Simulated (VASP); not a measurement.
Crystal: In2Te2O.

```
CELL_PARAMETERS angstrom
8.86744 0.00000 0.00000
-4.43372 7.67943 0.00000
0.00000 0.00000 20.78588
ATOMIC_POSITIONS crystal
In 0.00000 0.00000 0.40508
In 0.00000 0.00000 0.90508
In 0.00000 0.50000 0.40508
In 0.00000 0.50000 0.90508
In 0.50000 0.00000 0.40508
In 0.50000 0.00000 0.90508
In 0.50000 0.50000 0.40508
In 0.50000 0.50000 0.90508
In 0.00000 0.00000 0.09492
In 0.00000 0.00000 0.59492
In 0.00000 0.50000 0.09492
In 0.00000 0.50000 0.59492
In 0.50000 0.00000 0.09492
In 0.50000 0.00000 0.59492
In 0.50000 0.50000 0.09492
In 0.50000 0.50000 0.59492
Te 0.16667 0.33333 0.15745
Te 0.16667 0.33333 0.65745
Te 0.16667 0.83333 0.15745
Te 0.16667 0.83333 0.65745
Te 0.66667 0.33333 0.15745
Te 0.66667 0.33333 0.65745
Te 0.66667 0.83333 0.15745
Te 0.66667 0.83333 0.65745
Te 0.33333 0.16667 0.34255
Te 0.33333 0.16667 0.84255
Te 0.33333 0.66667 0.34255
Te 0.33333 0.66667 0.84255
Te 0.83333 0.16667 0.34255
Te 0.83333 0.16667 0.84255
Te 0.83333 0.66667 0.34255
Te 0.83333 0.66667 0.84255
O 0.00000 0.00000 0.00000
O 0.00000 0.00000 0.50000
O 0.00000 0.50000 0.00000
O 0.00000 0.50000 0.50000
O 0.50000 0.00000 0.00000
O 0.50000 0.00000 0.50000
O 0.50000 0.50000 0.00000
O 0.50000 0.50000 0.50000
```

The cell was built by a generator and needn't be a form met in nature.

| Item | Value |
| --- | --- |
| Program | VASP 6.6.1 |
| Task | phonon dispersion |
| Functional | PBE |
| Potentials or basis | VASP PAW PBE potentials, release 64 (In_d, Te, O) |
| Cutoff | 520 eV |
| k mesh | 2 × 2 × 1 |
| Occupations | gaussian, width 0.03 eV |
| Spin | no spin polarisation |
| Long-range dipole term | yes |
| Supercell matrix | [2, 0, 0, 0, 2, 0, 0, 0, 2] |
| Further INCAR settings | LREAL = Auto; ALGO = Normal; EDIFF = 1e-07; IBRION = 6; POTIM = 0.015; NSW = 1 |

Q: Is this structure dynamically stable at this level, and how far does the spectrum reach?

A: No: the interpolated spectrum has imaginary modes, down to 129i cm⁻¹ near Γ. The highest frequency is 847 cm⁻¹.

Phonon frequencies at the corners of the path (cm⁻¹, interpolated; i marks imaginary ones):
| point | frequencies |
| --- | --- |
| Γ | 129i 118i 27i 27i 0 0 0 88 127 127 127 138 156 243 808 |
| M | 116i 56i 13 28 38 63 70 112 126 128 140 142 142 230 774 |
| K | 81i 81i 32 41 41 72 72 104 131 131 136 137 137 230 774 |
| A | 128i 128i 32i 32i 28i 28i 3i 87 126 126 128 128 140 243 847 |
| L | 116i 56i 12 28 38 64 69 112 127 127 140 142 143 230 772 |
| H | 81i 81i 33 41 41 72 72 103 131 131 137 137 137 230 772 |

A q mesh this small can miss soft modes between its points.

Caveat: the k mesh is coarse (spacing up to 0.41 Å⁻¹), so the values aren't converged; some modes are imaginary.
